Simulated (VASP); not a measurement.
Set up this calculation in VASP 6.6.1, as the native input.

```
Task                   : relaxation of cell and atoms
Functional             : PBE
Potentials or basis    : VASP PAW PBE potentials, release 64 (Zn, C)
Cutoff                 : 600 eV
k mesh                 : 4 × 4 × 4
Occupations            : gaussian, width 0.1 eV
Spin                   : no spin polarisation
Dipole correction      : no
Further INCAR settings : ALGO = Fast; EDIFF = 1e-06; IBRION = 2; EDIFFG = -0.04; NSW = 90; ISIF = 3
```

The structure of Zn4C3 lies in POSCAR:

```
Zn4C3
1.0
    4.5811629700      0.0000000000      0.0000000000
    0.0000000000      4.5811629700      0.0000000000
    0.0000000000      0.0000000000      4.5811629700
Zn C
4 3
Direct
    0.5000000000      0.5000000000      0.5000000000
    0.5000000000      0.0000000000      0.0000000000
    0.0000000000      0.5000000000      0.0000000000
    0.0000000000      0.0000000000      0.5000000000
    0.0000000000      0.5000000000      0.5000000000
    0.5000000000      0.0000000000      0.5000000000
    0.5000000000      0.5000000000      0.0000000000
```

The cell was built by a generator and needn't be a form met in nature.

The cell isn't the ideal one: random cell by space group and Wyckoff sites (Pm-3m, No. 221).

One way to write it, as run:

INCAR

```
PREC     = Accurate       # precision mode
ENCUT    = 600            # plane-wave cutoff, eV
EDIFF    = 1E-6           # SCF threshold, eV
ISMEAR   = 0              # smearing method
SIGMA    = 0.1            # smearing width, eV
LREAL    = False          # projectors in reciprocal space
LASPH    = True           # aspherical terms in the spheres
NELM     = 100            # most SCF steps
ALGO     = Fast           # electronic algorithm
ISIF     = 3              # what is computed and relaxed
LWAVE    = False          # write WAVECAR
LCHARG   = False          # write CHGCAR
GGA      = PE             # functional
IBRION   = 2              # ionic algorithm
NSW      = 90             # ionic steps
EDIFFG   = -0.04          # ionic threshold
```

KPOINTS

```
Automatic mesh
0
Gamma
  4 4 4
```

Potentials or basis: VASP PAW PBE potentials, release 64 (Zn, C).

Command:

```sh
$ cat potpaw_PBE.64/Zn/POTCAR potpaw_PBE.64/C/POTCAR > POTCAR
$ mpirun -np 1 vasp_std > vasp.out
```

It gave:

- Relaxed volume: 11.70 Å³/atom
- Relaxed cell: a = 4.343 Å, b = 4.343 Å, c = 4.343 Å, α = 90.00°, β = 90.00°, γ = 90.00°
- Space group after relaxing (to 0.05 Å): Pm-3m (No. 221)
- Energy gained by relaxing: 103.7 meV/atom
- Ionic steps: 3
- Pressure after relaxing: 0.1 GPa
- Band gap on the k mesh: none (metal or under the smearing width)

Wall time 94 s on 1 thread of Intel(R) Xeon(R) Platinum 8375C CPU @ 2.90GHz (Ice Lake) (shared host), peak memory 0.25 GiB.
